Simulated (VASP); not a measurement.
Calculation: PBE GGA, VASP's PBE PAW potentials (set 64) (plane waves; VASP 6.6.1).

Input for VASP

INCAR:
```
! general
SYSTEM =CsSnI3
PREC   =Accurate
ENCUT  =520   ! plane-wave cut-off (eV)
LREAL  =.FALSE.   ! projection in real space or not
LASPH  =.TRUE.   ! aspherical one-centre terms

! electronic loop
EDIFF  =1E-7
NELM   =100   ! most electronic steps
ALGO   =Normal
LMAXMIX=4

! smearing
ISMEAR =0   ! Gaussian
SIGMA  =0.05   ! width (eV)

! functional
GGA    =PE   ! PBE

! ions
ISIF   =2   ! forces and stress, cell fixed

! output
LWAVE  =.FALSE.
LCHARG =.FALSE.
```

### KPOINTS
```
Automatic mesh
0
Gamma
4 4 4
0 0 0
```

**POSCAR**
```
CsSnI3
12.7265340
  0.4999999979   0.0000000000   0.0000000000
  0.0000000000   0.4999999979   0.0000000000
  0.0000000000   0.0000000000   0.4999999979
Cs Sn I
1 1 3
Cart
  0.0000000000   0.0000000000   0.0000000000
  0.2499999989   0.2499999989   0.2499999989
  0.2499999989   0.0000000000   0.2499999989
  0.0000000000   0.2499999989   0.2499999989
  0.2499999989   0.2499999989   0.0000000000
```

POTCAR, in this order: Cs_sv Sn_d I (PBE.64 set). Program: vasp_std.

Unless said otherwise, spin-orbit coupling is left out, though it shifts the bands of the heavy elements here.

Q: Predict the energy per atom (σ→0), band gap (on the k-mesh).

A: 
```json
{
  "energy per atom (σ→0)": "-2.793 eV/atom",
  "band gap (on the k-mesh)": "0.61 eV"
}
```

**OSZICAR**
```
...
DAV:   9    -0.139656112022E+02    0.56038E-03   -0.45077E-03   610   0.494E-01    0.126E-01
DAV:  10    -0.139659124948E+02   -0.30129E-03   -0.11032E-03   626   0.185E-01    0.687E-02
DAV:  11    -0.139659691979E+02   -0.56703E-04   -0.37990E-04   588   0.132E-01    0.186E-02
DAV:  12    -0.139659731711E+02   -0.39732E-05   -0.46460E-05   630   0.474E-02    0.210E-02
DAV:  13    -0.139659726956E+02    0.47554E-06   -0.23143E-06   658   0.938E-03    0.870E-03
DAV:  14    -0.139659719851E+02    0.71045E-06   -0.19130E-06   658   0.104E-02    0.234E-03
DAV:  15    -0.139659719100E+02    0.75124E-07   -0.37929E-07   498   0.413E-03
   1 F= -.13965972E+02 E0= -.13965972E+02  d E =-.125184E-16
```

The compound is CsSnI3 in the cubic perovskite structure, the ideal cubic form; the compound distorts at low or room temperature. This cell is one point of a volume scan, at 1.06 of the reference volume.
